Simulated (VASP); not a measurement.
Consider the following.

```xyz
2
Lattice="0.0000 1.8075 1.8075 1.8075 0.0000 1.8075 1.8075 1.8075 0.0000" Properties=species:S:1:pos:R:3 pbc="T T T"
B      0.0000     0.0000     0.0000
N      0.9038     0.9038     0.9038
```

All values below come from G0W0 on PBE orbitals, VASP's PBE PAW potentials (set 64) (plane waves; VASP). Run with PREC = Normal, 500 eV cut-off, 6×6×6 Γ-centred mesh, Gaussian smearing of 0.010 eV, potentials B_GW N_GW_new.

The mesh is coarse and the basis finite, so the quasiparticle values are not converged.

NBANDS = 128, ENCUTGW = 180 eV, NOMEGA = 64. The PBE levels (eV) that the step starts from are:

```csv
state,KS energy,filling
"k1 (0.00, 0.00, 0.00), band 1",-11.53,2
"k1 (0.00, 0.00, 0.00), band 2",8.70,2
"k1 (0.00, 0.00, 0.00), band 3",8.70,2
"k1 (0.00, 0.00, 0.00), band 4",8.70,2
"k1 (0.00, 0.00, 0.00), band 5",17.52,0
"k1 (0.00, 0.00, 0.00), band 6",17.52,0
"k1 (0.00, 0.00, 0.00), band 7",17.52,0
"k1 (0.00, 0.00, 0.00), band 8",19.06,0
"k2 (0.17, 0.00, 0.00), band 1",-10.86,2
"k2 (0.17, 0.00, 0.00), band 2",5.69,2
"k2 (0.17, 0.00, 0.00), band 3",8.08,2
"k2 (0.17, 0.00, 0.00), band 4",8.08,2
"k2 (0.17, 0.00, 0.00), band 5",18.05,0
"k2 (0.17, 0.00, 0.00), band 6",18.43,0
"k2 (0.17, 0.00, 0.00), band 7",18.43,0
"k2 (0.17, 0.00, 0.00), band 8",20.95,0
"k13 (0.50, 0.50, 0.00), band 1",-5.94,2
"k13 (0.50, 0.50, 0.00), band 2",-0.22,2
"k13 (0.50, 0.50, 0.00), band 3",3.80,2
"k13 (0.50, 0.50, 0.00), band 4",3.80,2
"k13 (0.50, 0.50, 0.00), band 5",13.16,0
"k13 (0.50, 0.50, 0.00), band 6",17.93,0
"k13 (0.50, 0.50, 0.00), band 7",26.64,0
"k13 (0.50, 0.50, 0.00), band 8",26.64,0
```

Q: Give the quasiparticle energies and renormalisation factors Z.

A: 
```csv
state,QP energy (eV),Z
"k1 (0.00, 0.00, 0.00), band 1",-13.57,0.78
"k1 (0.00, 0.00, 0.00), band 2",7.65,0.82
"k1 (0.00, 0.00, 0.00), band 3",7.65,0.82
"k1 (0.00, 0.00, 0.00), band 4",7.65,0.82
"k1 (0.00, 0.00, 0.00), band 5",18.71,0.83
"k1 (0.00, 0.00, 0.00), band 6",18.71,0.83
"k1 (0.00, 0.00, 0.00), band 7",18.71,0.83
"k1 (0.00, 0.00, 0.00), band 8",20.04,0.81
"k2 (0.17, 0.00, 0.00), band 1",-12.83,0.77
"k2 (0.17, 0.00, 0.00), band 2",4.37,0.81
"k2 (0.17, 0.00, 0.00), band 3",6.99,0.82
"k2 (0.17, 0.00, 0.00), band 4",6.99,0.82
"k2 (0.17, 0.00, 0.00), band 5",19.10,0.83
"k2 (0.17, 0.00, 0.00), band 6",19.68,0.83
"k2 (0.17, 0.00, 0.00), band 7",19.68,0.83
"k2 (0.17, 0.00, 0.00), band 8",22.16,0.80
"k13 (0.50, 0.50, 0.00), band 1",-7.55,0.75
"k13 (0.50, 0.50, 0.00), band 2",-1.99,0.78
"k13 (0.50, 0.50, 0.00), band 3",2.37,0.81
"k13 (0.50, 0.50, 0.00), band 4",2.37,0.81
"k13 (0.50, 0.50, 0.00), band 5",13.76,0.85
"k13 (0.50, 0.50, 0.00), band 6",18.63,0.84
"k13 (0.50, 0.50, 0.00), band 7",28.19,0.76
"k13 (0.50, 0.50, 0.00), band 8",28.19,0.76
```
On the mesh the gap opens from 4.46 to 6.10 eV.

The compound is BN in the zinc blende structure. The cell was not relaxed at this level. The k-mesh is coarse (spacing up to 0.50 per Å, 2π included), so the numbers may not be converged in it.
